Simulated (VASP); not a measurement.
The system is Mg6TiSb.

```
Sb Ti Mg
1.0
     5.05116    0.00000    0.00000
     0.00000    3.20037    5.36895
     0.00000   -3.20037    5.36895
Sb Ti Mg
1 1 6
Direct
  0.00000 0.32572 0.32572
  0.50000 0.16891 0.16891
  0.00000 0.83342 0.83342
  0.00000 0.33180 0.83655
  0.00000 0.83655 0.33180
  0.50000 0.66497 0.66497
  0.50000 0.16281 0.67582
  0.50000 0.67582 0.16281
```

The cell comes from a database or a generator and needn't be the stable form of this composition.

* Program: VASP 6.6.1
* Task: single point
* Functional: PBE
* Potentials or basis: VASP PAW PBE potentials, release 64 (Sb, Ti_sv, Mg)
* Cutoff: 520 eV
* k mesh: 5 × 5 × 5
* Occupations: fermi-dirac, width 0.05 eV
* Spin: no spin polarisation

On this cell: pressure -0.1 GPa; largest force 0.079 eV/Å; band gap on the k mesh none (metal or under the smearing width).

The same run follows on a disturbed copy (atoms moved at random, drawn with an rms of 0.05 Å):

```xyz
8
Lattice="5.0512 0.0000 0.0000 0.0000 3.2004 5.3689 0.0000 -3.2004 5.3689" Properties=species:S:1:pos:R:3 pbc="T T T"
Sb   -0.0162    0.0158    3.4932
Ti    2.5563    0.0017    1.8347
Mg    0.0115    0.0101    8.9866
Mg    0.0500   -1.6342    6.3390
Mg    0.0677    1.6056    6.2740
Mg    2.4905    0.0264    7.1352
Mg    2.5707   -1.6942    4.4680
Mg    2.5423    1.6340    4.5190
```

**Question.** What changes?

**Answer.** The energy (extrapolated to zero smearing) moves by +4.7 meV/atom; pressure 0.1 GPa; largest force 0.318 eV/Å; band gap on the k mesh none (metal or under the smearing width).

Forces in eV/Å, atoms in the order of the input:
```
Sb   0.101 -0.095  0.069
Ti   0.005 -0.048 -0.028
Mg  -0.006 -0.006 -0.059
Mg  -0.117  0.112 -0.238
Mg  -0.226  0.005  0.027
Mg   0.285 -0.142  0.000
Mg  -0.082  0.118  0.249
Mg   0.040  0.057 -0.019
```

Stress tensor (GPa, compression positive):
```
-0.35 -0.07 -0.05
-0.07  0.38 -0.15
-0.05 -0.15  0.15
```
